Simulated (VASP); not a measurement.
A run of VASP 6.6.1 is set up as follows.

File POSCAR:

```
LuAlP2
1.0
    3.7551134063      0.0000000000      0.0000000000
    0.0000000000      3.7551134063      0.0000000000
    0.0000000000      0.0000000000      5.4322892763
Al P Lu
1 2 1
Direct
    0.0000000000      0.0000000000      0.0000000000
    0.0000000000      0.0000000000      0.5000000000
    0.5000000000      0.5000000000      0.0000000000
    0.5000000000      0.5000000000      0.5000000000
```

INCAR.step1

```
PREC = Accurate ; ENCUT = 520
EDIFF = 1E-5 ; ISMEAR = -1
SIGMA = 0.02 ; LREAL = False
LASPH = True ; NELM = 100
ALGO = Normal ; ISIF = 2
LWAVE = True ; LCHARG = False
NBANDS = 27 ; GGA = PE
```

The input INCAR.step2:

```
PREC = Accurate ; ENCUT = 520
EDIFF = 1E-6 ; ISMEAR = -1
SIGMA = 0.02 ; LREAL = False
LASPH = True ; NELM = 100
ALGO = Normal ; ISIF = 2
LWAVE = False ; LCHARG = False
GGA = PE ; LHFCALC = True
HFSCREEN = 0.2079 ; PRECFOCK = Normal
NBANDS = 27 ; ISTART = 1
```

Contents of KPOINTS:

```
regular mesh
0
Gamma
  4 4 2
```

Potentials or basis: VASP PAW PBE potentials, release 64 (Al, P, Lu).

Run with:

```bash
$ cat potpaw_PBE.64/Al/POTCAR potpaw_PBE.64/P/POTCAR potpaw_PBE.64/Lu/POTCAR > POTCAR
$ cp INCAR.step1 INCAR
$ mpirun -np 1 vasp_std > vasp.out
$ cp INCAR.step2 INCAR
$ mpirun -np 1 vasp_std > vasp.out
```

Task: What does it give for the pressure?

Result: 1.0 GPa.

Task: Predict the band gap on the k mesh.

Result: None (metal or under the smearing width).

Stress tensor (GPa, compression positive):
```
 2.50  0.00  0.00
 0.00  2.50  0.00
 0.00  0.00 -1.90
```

Caveat: the k mesh is coarse (spacing up to 0.58 Å⁻¹), so the values aren't converged, least of all with exact exchange; the PAW data sets were made with another functional, which shifts forces and pressure a little. The run has no spin-orbit coupling, so splittings on Lu are missing.
